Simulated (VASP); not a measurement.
Hf3SnS4:

```
Hf Sn S
1.0
     5.73983    0.00000    0.00000
     0.00000    5.73983    0.00000
     0.00000    0.00000    5.73983
Hf Sn S
3 1 4
Direct
  0.00000 0.50000 0.50000
  0.50000 0.00000 0.50000
  0.50000 0.50000 0.00000
  0.50000 0.50000 0.50000
  0.25540 0.25540 0.25540
  0.25540 0.74460 0.74460
  0.74460 0.74460 0.25540
  0.74460 0.25540 0.74460
```

The cell was built by a generator and needn't be a form met in nature.

```yaml
Program: VASP 6.6.1
Task: relaxation of cell and atoms
Functional: PBE
Potentials_or_basis: VASP PAW PBE potentials, release 64 (Hf_pv, Sn_d, S)
Cutoff: 520 eV
k_mesh: 3 × 3 × 3
Occupations: gaussian, width 0.15 eV
Spin: no spin polarisation
```

At the start: pressure 12.8 GPa; volume 23.64 Å³/atom.

Where does the relaxation end?

Over 10 steps the energy falls by 739.8 meV/atom and the volume is 22.03 Å³/atom (-6.8 %); space group P-43m (No. 215, to 0.05 Å).

The path:
| step | energy change (eV) | largest force (eV/Å) | pressure (GPa) | volume (Å³) |
| --- | --- | --- | --- | --- |
| 1 | 0.0000 | 5.0938 | 12.80 | 189.10 |
| 2 | -2.2295 | 0.5029 | -11.11 | 245.64 |
| 3 | -2.9731 | 1.8873 | -6.17 | 225.36 |
| 4 | -2.9791 | 2.0576 | -5.51 | 223.32 |
| 5 | -4.5084 | 1.4599 | -5.02 | 207.14 |
| 6 | -5.9059 | 0.2801 | -0.93 | 177.34 |
| 7 | -5.9074 | 0.1339 | -1.32 | 179.01 |
| 8 | -5.9083 | 0.2030 | -1.24 | 178.18 |
| 9 | -5.8927 | 0.2654 | 2.19 | 173.20 |
| 10 | -5.9186 | 0.0226 | 0.05 | 176.22 |

Final structure:
```
Hf Sn S
1.0
     5.60637    0.00000    0.00000
     0.00000    5.60637    0.00000
     0.00000    0.00000    5.60637
Hf Sn S
3 1 4
Direct
  0.00000 0.50000 0.50000
  0.50000 0.00000 0.50000
  0.50000 0.50000 0.00000
  0.50000 0.50000 0.50000
  0.20016 0.20016 0.20016
  0.20016 0.79984 0.79984
  0.79984 0.79984 0.20016
  0.79984 0.20016 0.79984
```
